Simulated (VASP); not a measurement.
# Aluminum: the relaxed cell at several levels of theory

Aim: relax Aluminum at several levels of theory and compare the cells. The starting structure is a measured crystal structure from the Crystallography Open Database. The first relaxation on each setting starts from this cell expanded by 3 % in volume.

Program: VASP 6.6.1. Level of theory: Kohn-Sham DFT with plane waves and PAW; PBEsol, LDA, PBE, PBEsol + D3(BJ), r2SCAN, r2SCAN + rVV10, rev-vdW-DF2 and PBEsol + D4. Results are calculated unless marked as measured.

## (1) The structure

The structure is cubic, space group Fm-3m (No. 225). The conventional cell has a = 4.050 Å, b = 4.050 Å, c = 4.050 Å, α = 90.00°, β = 90.00°, γ = 90.00°. Al has 12 Al at 2.86 Å nearest.

As a file:

```cif
data_structure
_symmetry_space_group_name_H-M 'P 1'
_symmetry_Int_Tables_number 1
_cell_length_a 2.8635
_cell_length_b 2.8635
_cell_length_c 2.8635
_cell_angle_alpha 60.000
_cell_angle_beta 60.000
_cell_angle_gamma 60.000
_cell_volume 16.60
loop_
_atom_site_label
_atom_site_type_symbol
_atom_site_fract_x
_atom_site_fract_y
_atom_site_fract_z
_atom_site_occupancy
Al1 Al 0.00000 0.00000 0.00000 1
```

## (2) Relaxation with PBEsol

PBEsol restores the gradient expansion of exchange and is tuned for the cells of solids. This run starts from the cell of an earlier relaxation, which isn't shown; the restart sets up the plane waves anew.

Contents of INCAR:

```
SYSTEM = Al
PREC = Accurate
ENCUT = 450
EDIFF = 1E-06
NELM = 100
ISMEAR = 1
SIGMA = 0.15
LREAL = .FALSE.
ALGO = Normal
GGA = PS
NBANDS = 7
LORBIT = 11
LWAVE = .FALSE.
LCHARG = .FALSE.
KPAR = 4
IBRION = 2
NSW = 50
ISIF = 3
EDIFFG = -0.006
```

Contents of POSCAR:

```
Al
1.0
    0.0000000000      2.0079784818      2.0079784818
    2.0079784818      0.0000000000      2.0079784818
    2.0079784818      2.0079784818      0.0000000000
Al
1
Direct
    0.0000000000      0.0000000000      0.0000000000
```

Contents of KPOINTS:

```
Automatic mesh
0
Gamma
18 18 18
0 0 0
```

PAW data sets: Al (PBE family, release 64).

Run with:

```sh
> mpirun -np 4 vasp_std
```

What it wrote:

```text
[banner, memory and clock lines left out]
running    4 mpi-ranks, on    1 nodes
 distrk:  each k-point on    1 cores,    4 groups
 distr:  one band on    1 cores,    1 groups

 POSCAR found type information on POSCAR Al
 POSCAR found :  1 types and       1 ions
|                                                                             |
|               ----> ADVICE to this user running VASP <----                  |
|                                                                             |
|     You enforced a specific xc type in the INCAR file but a different       |
|     [... a line on the potential file left out ...]
|     I HOPE YOU KNOW WHAT YOU ARE DOING!                                     |
|                                                                             |

 LDA part: xc-table for (Slater+PW92), standard interpolation
 POSCAR, INCAR and KPOINTS ok, starting setup
 FFT: planning ... GRIDC
 FFT: planning ... GRID_SOFT
 FFT: planning ... GRID
 WAVECAR not read
 entering main loop
       N       E                     dE             d eps       ncg     rms          rms(c)
DAV:   1    -0.274567154537E+01   -0.27457E+01   -0.81578E+02  2786   0.203E+02
DAV:   2    -0.411026019536E+01   -0.13646E+01   -0.13356E+01  3689   0.206E+01
DAV:   3    -0.411827498039E+01   -0.80148E-02   -0.79765E-02  3766   0.173E+00
DAV:   4    -0.411829105875E+01   -0.16078E-04   -0.16078E-04  4039   0.644E-02
DAV:   5    -0.411829107371E+01   -0.14959E-07   -0.13938E-07  3976   0.142E-03    0.143E+00
DAV:   6    -0.410111181330E+01    0.17179E-01   -0.21066E-03  3626   0.218E-01    0.811E-01
DAV:   7    -0.408950843143E+01    0.11603E-01   -0.57672E-03  3437   0.348E-01    0.171E-01
DAV:   8    -0.408949336070E+01    0.15071E-04   -0.22809E-05  4144   0.365E-02    0.107E-02
DAV:   9    -0.408949262019E+01    0.74051E-06   -0.35949E-07  3668   0.303E-03
   1 F= -.40894926E+01 E0= -.40891202E+01  d E =-.408949E+01
 curvature:   0.00 expect dE= 0.000E+00 dE for cont linesearch  0.000E+00
 trial: gam= 0.00000 g(F)=  0.298E-64 g(S)=  0.877E-08 ort = 0.000E+00 (trialstep = 0.100E+01)
 search vector abs. value=  0.887E-08
 reached required accuracy - stopping structural energy minimisation
```

Run time: 2.6 s. Hardware: 4 MPI ranks of Intel Xeon 6975P-C (Granite Rapids), shared host; peak memory 0.48 GiB.

The logs omit lines about the potential files and the build; timing stands in the text.

OUTCAR, selected parts (step 2):

```text
ion  position               nearest neighbor table
   1  0.000  0.000  0.000-

  LATTYP: Found a face centered cubic cell.
 ALAT       =     4.0159569636

 Subroutine GETGRP returns: Found 48 space group operations
 (whereof 48 operations were pure point group operations)

The static configuration has the point symmetry O_h .

 Found    195 irreducible k-points:

   k-points           NKPTS =    195   k-points in BZ     NKDIM =    195   number of bands    NBANDS=      7

   dimension x,y,z NGX =    20 NGY =   20 NGZ =   20
   dimension x,y,z NGXF=    40 NGYF=   40 NGZF=   40

   ENCUT  =  450.0 eV  33.07 Ry    5.75 a.u.   4.91  4.91  4.91*2*pi/ulx,y,z

   NELECT =       3.0000    total number of electrons

 k-points in reciprocal lattice and weights: Automatic mesh
   0.00000000  0.00000000  0.00000000       0.000
   0.05555556  0.00000000  0.00000000       0.001
   0.11111111  0.00000000  0.00000000       0.001
   0.16666667  0.00000000  0.00000000       0.001
   0.22222222  0.00000000  0.00000000       0.001
   0.27777778  0.00000000  0.00000000       0.001
   0.33333333  0.00000000  0.00000000       0.001
   0.38888889  0.00000000  0.00000000       0.001
   0.44444444  0.00000000  0.00000000       0.001
[...]
-0.27777778  0.44444444  0.22222222       0.004
  -0.27777778  0.50000000  0.22222222       0.002

 average (electrostatic) potential at core
       1 -72.0941

 E-fermi :   8.1384

 k-point     1 :       0.0000    0.0000    0.0000
  band No.  band energies     occupation
      1      -3.1130      2.00000
      2      20.8472      0.00000
      3      20.8472      0.00000
      4      20.8472      0.00000
      5      22.4816      0.00000
      6      22.4816      0.00000
    ...

 k-point     2 :       0.0556    0.0000    0.0000
  band No.  band energies     occupation
      1      -3.0280      2.00000
      2      19.3458      0.00000
      3      20.5534      0.00000
      4      20.5534      0.00000
      5      22.9088      0.00000
      6      22.9088      0.00000
    ...

 k-point     3 :       0.1111    0.0000    0.0000
  band No.  band energies     occupation
      1      -2.7735      2.00000
      2      17.1088      0.00000
      3      20.0540      0.00000
      4      20.0540      0.00000
      5      23.0821      0.00000
      6      23.7789      0.00000
    ...

  Total        0.0002461      0.0002461      0.0002461     -0.0000000     -0.0000000     -0.0000000
  in kB        0.0243507      0.0243507      0.0243507     -0.0000000     -0.0000000     -0.0000000
  external PRESSURE =       0.0243507 kB  Pullay stress =       0.0000000 kB

  energy-cutoff  :      450.00
  volume of cell :       16.19
      direct lattice vectors                 reciprocal lattice vectors
     0.000000000  2.007978482  2.007978482    -0.249006652  0.249006652  0.249006652
     2.007978482  0.000000000  2.007978482     0.249006652 -0.249006652  0.249006652
     2.007978482  2.007978482  0.000000000     0.249006652  0.249006652 -0.249006652

 POSITION                                       TOTAL-FORCE (eV/Angst)
 -----------------------------------------------------------------------------------
      0.00000      0.00000      0.00000         0.000000      0.000000      0.000000
 -----------------------------------------------------------------------------------
    total drift:                                0.000000      0.000000     -0.000000

  FREE ENERGIE OF THE ION-ELECTRON SYSTEM (eV)
  ---------------------------------------------------
  free  energy   TOTEN  =        -4.0894926202 eV

  energy  without entropy=       -4.0883752926  energy(sigma->0) =       -4.08912018

 reached required accuracy - stopping structural energy minimisation

 total charge
# of ion       s       p       d       tot
------------------------------------------
    1        0.428   0.347   0.000   0.775

[... 3 further parts left out ...]
```

CONTCAR:

```
Al
   1.00000000000000
     0.0000000000000000    2.0079784817999999    2.0079784817999999
     2.0079784817999999    0.0000000000000000    2.0079784817999999
     2.0079784817999999    2.0079784817999999    0.0000000000000000
  Al
     1
Direct
     0.0000000000000000    0.0000000000000000    0.0000000000000000
```

This run has no spin polarisation. Its electron count is odd, so without a moment it is a metal by construction. The PAW data sets were made with PBE, which is usual practice but a small mismatch for other functionals. The run keeps the 48 symmetry operations of its start, so it cannot find a distortion of lower symmetry.

With PBEsol the relaxed cell holds 16.192 Å³ an atom, -2.47 % against the measured cell, with a = 4.016 Å. Pressures at 0.985 and 1.015 times this volume, from two more relaxations that aren't shown, give a bulk modulus of 80.8 GPa.

## (3) Relaxation with LDA

LDA, the lowest rung, knows the local density alone. This run starts from the cell of an earlier relaxation, which isn't shown; the restart sets up the plane waves anew.

INCAR, as its differences from that of step 2:

```diff
@@ -9,3 +9,3 @@
 ALGO = Normal
-GGA = PS
+GGA = CA
 NBANDS = 7
```

Contents of POSCAR:

```
Al
1.0
    0.0000000000      1.9923320332      1.9923320332
    1.9923320332      0.0000000000      1.9923320332
    1.9923320332      1.9923320332      0.0000000000
Al
1
Direct
    0.0000000000      0.0000000000      0.0000000000
```

KPOINTS is that of step 2.

Potentials, in the order of the species: Al (LDA family, release 64).

Run with:

```sh
> mpirun -np 4 vasp_std
```

What it wrote:

```text
[banner, memory and clock lines left out]
running    4 mpi-ranks, on    1 nodes
[...]
LDA part: xc-table for (Slater(with rela. corr.)+CA(PZ))
 , standard interpolation
 POSCAR, INCAR and KPOINTS ok, starting setup
[...]
entering main loop
       N       E                     dE             d eps       ncg     rms          rms(c)
DAV:   1    -0.283582417168E+01   -0.28358E+01   -0.83635E+02  2856   0.206E+02
DAV:   2    -0.421097967723E+01   -0.13752E+01   -0.13538E+01  3647   0.208E+01
DAV:   3    -0.421887384301E+01   -0.78942E-02   -0.78784E-02  3738   0.169E+00
DAV:   4    -0.421888459771E+01   -0.10755E-04   -0.10755E-04  4116   0.564E-02
DAV:   5    -0.421888460126E+01   -0.35502E-08   -0.31623E-08  3731   0.766E-04    0.144E+00
DAV:   6    -0.420081667951E+01    0.18068E-01   -0.23650E-03  3591   0.221E-01    0.810E-01
DAV:   7    -0.418910824366E+01    0.11708E-01   -0.59322E-03  3423   0.344E-01    0.168E-01
DAV:   8    -0.418908423710E+01    0.24007E-04   -0.21063E-05  4221   0.334E-02    0.148E-02
DAV:   9    -0.418908401274E+01    0.22435E-06   -0.13318E-07  3640   0.186E-03
   1 F= -.41890840E+01 E0= -.41886962E+01  d E =-.418908E+01
[...]
reached required accuracy - stopping structural energy minimisation
```

Wall time 2.2 s (4 MPI ranks); peak memory 0.45 GiB; 6 s of CPU time.

OUTCAR, selected parts (step 3):

```text
  Total        0.0004979      0.0004979      0.0004979      0.0000000      0.0000000      0.0000000
  in kB        0.0504357      0.0504357      0.0504357      0.0000000      0.0000000      0.0000000
  external PRESSURE =       0.0504357 kB  Pullay stress =       0.0000000 kB

 POSITION                                       TOTAL-FORCE (eV/Angst)
 -----------------------------------------------------------------------------------
      0.00000      0.00000      0.00000        -0.000000      0.000000      0.000000
 -----------------------------------------------------------------------------------
    total drift:                                0.000000      0.000000     -0.000000

  FREE ENERGIE OF THE ION-ELECTRON SYSTEM (eV)
  ---------------------------------------------------
  free  energy   TOTEN  =        -4.1890840127 eV

  energy  without entropy=       -4.1879205391  energy(sigma->0) =       -4.18869619

[... 2 parts as in an earlier step ...]

[... 2 further parts left out ...]
[key lines of the parts left out:]
E-fermi :   8.2292
```

With LDA the relaxed cell holds 15.817 Å³ an atom, -4.73 % against the measured cell, with a = 3.985 Å. That is -2.32 % from PBEsol. Pressures at 0.985 and 1.015 times this volume, from two more relaxations that aren't shown, give a bulk modulus of 82.6 GPa.

## (4) Relaxation with PBE

PBE, the usual starting point, adds the gradient of the density. This run starts from the cell of an earlier relaxation, which isn't shown; the restart sets up the plane waves anew.

INCAR, as its differences from that of step 3:

```diff
@@ -9,3 +9,3 @@
 ALGO = Normal
-GGA = CA
+GGA = PE
 NBANDS = 7
```

Contents of POSCAR:

```
Al
1.0
    0.0000000000      2.0202828092      2.0202828092
    2.0202828092      0.0000000000      2.0202828092
    2.0202828092      2.0202828092      0.0000000000
Al
1
Direct
    0.0000000000      0.0000000000      0.0000000000
```

KPOINTS is that of step 3.

Potentials, in the order of the species: Al (PBE family, release 64).

Run with:

```sh
> mpirun -np 4 vasp_std
```

What it wrote:

```text
[banner, memory and clock lines left out]
running    4 mpi-ranks, on    1 nodes
[...]
LDA part: xc-table for (Slater+PW92), standard interpolation
 POSCAR, INCAR and KPOINTS ok, starting setup
[...]
entering main loop
       N       E                     dE             d eps       ncg     rms          rms(c)
DAV:   1    -0.235010946350E+01   -0.23501E+01   -0.83927E+02  2793   0.207E+02
DAV:   2    -0.375774516778E+01   -0.14076E+01   -0.13531E+01  3689   0.203E+01
DAV:   3    -0.376581337711E+01   -0.80682E-02   -0.80621E-02  3647   0.173E+00
DAV:   4    -0.376583037514E+01   -0.16998E-04   -0.16998E-04  4200   0.684E-02
[...]
DAV:   8    -0.374336359689E+01    0.43160E-05   -0.16207E-05  4137   0.320E-02    0.757E-03
DAV:   9    -0.374336209787E+01    0.14990E-05   -0.85559E-07  3745   0.459E-03    0.754E-04
DAV:  10    -0.374336173514E+01    0.36273E-06   -0.36245E-09  2534   0.465E-04
   1 F= -.37433617E+01 E0= -.37430350E+01  d E =-.374336E+01
[...]
reached required accuracy - stopping structural energy minimisation
```

The job ended after 2.6 s (4 MPI ranks; peak memory 0.46 GiB; 7.3 s of CPU time).

From OUTCAR (step 4):

```text
  Total        0.0001661      0.0001661      0.0001661     -0.0000000     -0.0000000      0.0000000
  in kB        0.0161340      0.0161340      0.0161340     -0.0000000     -0.0000000      0.0000000
  external PRESSURE =       0.0161340 kB  Pullay stress =       0.0000000 kB

 POSITION                                       TOTAL-FORCE (eV/Angst)
 -----------------------------------------------------------------------------------
      0.00000      0.00000      0.00000         0.000000     -0.000000     -0.000000
 -----------------------------------------------------------------------------------
    total drift:                                0.000000      0.000000     -0.000000

  FREE ENERGIE OF THE ION-ELECTRON SYSTEM (eV)
  ---------------------------------------------------
  free  energy   TOTEN  =        -3.7433617351 eV

  energy  without entropy=       -3.7423814966  energy(sigma->0) =       -3.74303499

[... 2 parts as in an earlier step ...]

[... 2 further parts left out ...]
[key lines of the parts left out:]
E-fermi :   7.9971
```

With PBE the relaxed cell holds 16.492 Å³ an atom, -0.67 % against the measured cell, with a = 4.041 Å. That is +1.85 % from PBEsol. Pressures at 0.985 and 1.015 times this volume, from two more relaxations that aren't shown, give a bulk modulus of 76.7 GPa.

## (5) Relaxation with PBEsol + D3(BJ)

D3 with Becke-Johnson damping keeps a finite attraction at short range. This run starts from the cell of an earlier relaxation, which isn't shown; the restart sets up the plane waves anew.

INCAR, as its differences from that of step 4:

```diff
@@ -9,3 +9,4 @@
 ALGO = Normal
-GGA = PE
+GGA = PS
+IVDW = 12
 NBANDS = 7
```

Contents of POSCAR:

```
Al
1.0
    0.0000000000      1.9814058452      1.9814058452
    1.9814058452      0.0000000000      1.9814058452
    1.9814058452      1.9814058452      0.0000000000
Al
1
Direct
    0.0000000000      0.0000000000      0.0000000000
```

KPOINTS is that of step 4.

Run with:

```sh
> mpirun -np 4 vasp_std
```

What it wrote:

```text
[banner, memory and clock lines left out]
running    4 mpi-ranks, on    1 nodes
[...]
[... a notice as in an earlier step ...]

 LDA part: xc-table for (Slater+PW92), standard interpolation
 POSCAR, INCAR and KPOINTS ok, starting setup
[...]
entering main loop
       N       E                     dE             d eps       ncg     rms          rms(c)
DAV:   1    -0.278075218848E+01   -0.27808E+01   -0.79217E+02  2821   0.202E+02
DAV:   2    -0.410553604793E+01   -0.13248E+01   -0.12826E+01  3703   0.206E+01
DAV:   3    -0.411235377581E+01   -0.68177E-02   -0.68129E-02  3815   0.165E+00
DAV:   4    -0.411236673585E+01   -0.12960E-04   -0.12962E-04  4102   0.592E-02
DAV:   5    -0.411236674667E+01   -0.10819E-07   -0.99314E-08  3850   0.124E-03    0.151E+00
DAV:   6    -0.409467195061E+01    0.17695E-01   -0.18824E-03  3661   0.207E-01    0.854E-01
DAV:   7    -0.408270243595E+01    0.11970E-01   -0.52088E-03  3416   0.333E-01    0.183E-01
DAV:   8    -0.408268615167E+01    0.16284E-04   -0.22531E-05  4221   0.360E-02    0.179E-02
DAV:   9    -0.408268546120E+01    0.69048E-06   -0.30273E-07  3710   0.287E-03
   1 F= -.44196787E+01 E0= -.44193106E+01  d E =-.441968E+01
[...]
reached required accuracy - stopping structural energy minimisation
```

It took 2.8 s on 4 MPI ranks; peak memory 0.51 GiB.

From OUTCAR (step 5):

```text
 Edisp (eV)   -0.33699

  Total       0.00051     0.00051     0.00051    -0.00000     0.00000     0.00000
  in kB       0.05265     0.05265     0.05265    -0.00000     0.00000     0.00000
  external pressure =        0.05 kB  Pullay stress =        0.00 kB

 POSITION                                       TOTAL-FORCE (eV/Angst)
 -----------------------------------------------------------------------------------
      0.00000      0.00000      0.00000         0.000000      0.000000     -0.000000
 -----------------------------------------------------------------------------------
    total drift:                                0.000000      0.000000     -0.000000

  FREE ENERGIE OF THE ION-ELECTRON SYSTEM (eV)
  ---------------------------------------------------
  free  energy   TOTEN  =        -4.4196787100 eV

  energy  without entropy=       -4.4185743728  energy(sigma->0) =       -4.41931060

[... 2 parts as in an earlier step ...]

[... 2 further parts left out ...]
[key lines of the parts left out:]
E-fermi :   8.5708
```

With PBEsol + D3(BJ) the relaxed cell holds 15.558 Å³ an atom, -6.29 % against the measured cell, with a = 3.963 Å. That is -3.92 % from PBEsol. Pressures at 0.985 and 1.015 times this volume, from two more relaxations that aren't shown, give a bulk modulus of 89.7 GPa.

## (6) Relaxation with r2SCAN

r2SCAN adds the kinetic-energy density, costs more than a GGA and is run with LASPH. This run starts from the cell of an earlier relaxation, which isn't shown; the restart sets up the plane waves anew.

INCAR, as its differences from that of step 5:

```diff
@@ -9,4 +9,4 @@
 ALGO = Normal
-GGA = PS
-IVDW = 12
+METAGGA = R2SCAN
+LASPH = .TRUE.
 NBANDS = 7
```

Contents of POSCAR:

```
Al
1.0
    0.0000000000      1.9932275541      1.9932275541
    1.9932275541      0.0000000000      1.9932275541
    1.9932275541      1.9932275541      0.0000000000
Al
1
Direct
    0.0000000000      0.0000000000      0.0000000000
```

KPOINTS is that of step 5.

Run with:

```sh
> mpirun -np 4 vasp_std
```

What it wrote:

```text
[banner, memory and clock lines left out]
running    4 mpi-ranks, on    1 nodes
[...]
[... a notice as in an earlier step ...]

 LDA part: xc-table for (None), standard interpolation
 POSCAR, INCAR and KPOINTS ok, starting setup
[...]
entering main loop
       N       E                     dE             d eps       ncg     rms          rms(c)
DAV:   1    -0.539977124453E+01   -0.53998E+01   -0.81743E+02  2758   0.208E+02
DAV:   2    -0.690147732388E+01   -0.15017E+01   -0.14243E+01  3696   0.214E+01
DAV:   3    -0.691099985834E+01   -0.95225E-02   -0.95149E-02  3717   0.194E+00
DAV:   4    -0.691102936032E+01   -0.29502E-04   -0.29502E-04  4263   0.931E-02
[...]
DAV:   9    -0.673601719735E+01    0.74398E-04   -0.26213E-05  3703   0.376E-02    0.431E-02
DAV:  10    -0.673603315586E+01   -0.15959E-04   -0.54567E-07  4200   0.433E-03    0.338E-03
DAV:  11    -0.673603327146E+01   -0.11560E-06   -0.42834E-09  2114   0.521E-04
   1 F= -.67360333E+01 E0= -.67357751E+01  d E =-.673603E+01
[...]
reached required accuracy - stopping structural energy minimisation
```

Wall time 7.8 s (4 MPI ranks); peak memory 0.47 GiB.

From OUTCAR (step 6):

```text
  Total        0.0035519      0.0035519      0.0035519     -0.0000000     -0.0000000      0.0000000
  in kB        0.3593143      0.3593143      0.3593143     -0.0000000     -0.0000000      0.0000000
  external PRESSURE =       0.3593143 kB  Pullay stress =       0.0000000 kB

  FREE ENERGIE OF THE ION-ELECTRON SYSTEM (eV)
  ---------------------------------------------------
  free  energy   TOTEN  =        -6.7360332715 eV

  energy  without entropy=       -6.7352587620  energy(sigma->0) =       -6.73577510

[... 3 parts as in an earlier step ...]

[... 2 further parts left out ...]
[key lines of the parts left out:]
E-fermi :   8.4556
```

With r2SCAN the relaxed cell holds 15.838 Å³ an atom, -4.61 % against the measured cell, with a = 3.986 Å. That is -2.19 % from PBEsol. Pressures at 0.985 and 1.015 times this volume, from two more relaxations that aren't shown, give a bulk modulus of 93.0 GPa.

(Continued in part 2 of 2.)

[Lines on the potential files, build, host, timing and source positions are cut from VASP's logs without a mark.]

[Logs are printed without paths, hosts, clocks, repeated set-up lines and the standing remarks that a program may print on its own settings, such as how far it seeks lower states.]

[Hosts, paths, dates, database ids (printed as entryN), source tags and the programs' standing remarks are cut or masked in the printed files.]
